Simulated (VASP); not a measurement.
```
V
1.0
   -2.36640     2.36640     1.29114
    2.36640    -2.36640     1.29114
    2.36640     2.36640    -1.29114
V
2
Cartesian
  0.00000   2.36640   0.64557
  0.00000   0.00000   0.00000
```
Starting moments (μB, in the order of the record's atoms V V): 2.0 2.0.

The base run (VASP): PBE GGA, plane waves, VASP's PBE PAW potentials (set 64). Settings: 400 eV cut-off, 14×14×14 Γ-centred mesh, first-order Methfessel-Paxton smearing of 0.10 eV, potentials V_sv.

One setting is varied; ΔE counts from the base run. The base run took about 4 core-minutes. Costs are core time on shared hosts, one run each; read them as rough ratios.

Pressures at a finite cut-off, here 400 eV, hold a Pulay part, which wasn't tested here.

| setting | cost over the base run | electronic steps | bands | ΔE (meV/atom) | pressure (GPa) |
|---|---|---|---|---|---|
| ISPIN = 1, the spin start removed | about 1/3 | 12 | 17 | 0.0 | -5.89 |
| MAGMOM = 0 0 | within a factor of 2 | 12 | 17 | 0.0 | -5.90 |
| MAGMOM = 0.4 0.4 | within a factor of 2 | 12 | 17 | 0.0 | -5.86 |
| MAGMOM = 4.0 4.0 | within a factor of 2 | 15 | 21 | 0.0 | -5.89 |
| NUPDOWN = 4 | within a factor of 2 | 13 | 19 | 733.3 | 12.84 |
| NUPDOWN = 2 | within a factor of 2 | 14 | 19 | 214.8 | -0.53 |
| NUPDOWN = 1 | within a factor of 2 | 14 | 19 | 49.3 | -4.64 |
| NUPDOWN = 0 | within a factor of 2 | 13 | 19 | 0.0 | -5.88 |
| base run | reference | 13 | 19 | 0.0 | -5.96 |
| MAGMOM = 2.0 -2.0 | within a factor of 2 | 15 | 17 | 0.0 | -5.88 |

Left out are runs that failed, have no time on record or changed the cell.

The structure was generated: V was put into the beta-Sn type (I4_1/amd), which need not be its known phase. The cell was not relaxed at this level.
